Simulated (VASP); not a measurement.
Data:

```yaml
crystal:
  lattice:
    - [0.00000, 2.60382, 2.60382]
    - [2.60382, 0.00000, 2.60382]
    - [2.60382, 2.60382, 0.00000]
  atoms:
    - { symbol: B, position: [0.00000, 0.00000, 0.00000] }
    - { symbol: Bi, position: [0.50000, 0.50000, 0.50000] }
```

Method: PBEsol GGA, VASP's PBE PAW potentials (set 64) (plane waves; VASP 6.6.1). Settings: 520 eV cut-off, Gaussian smearing of 0.050 eV, potentials B Bi_d.

Question: Give the energies of bands 7 to 12 at the high-symmetry points, in eV from the Fermi level.

Answer: 
```tsv
band	Γ	X	U	L	W
7	-0.06	-6.36	-6.60	-8.48	-6.23
8	-0.06	-3.90	-5.65	1.10	-5.01
9	-0.06	-2.97	-2.12	1.10	-5.01
10	0.47	-2.97	-0.77	1.94	2.20
11	6.81	3.96	5.75	1.94	3.92
12	6.81	8.74	6.70	2.93	7.20
```

It has no gap at this level: it comes out as a metal or semimetal.

The structure was generated: BBi was put into the rock salt type (Fm-3m), which need not be its known phase. It was relaxed first, which changed the volume by +12 %.
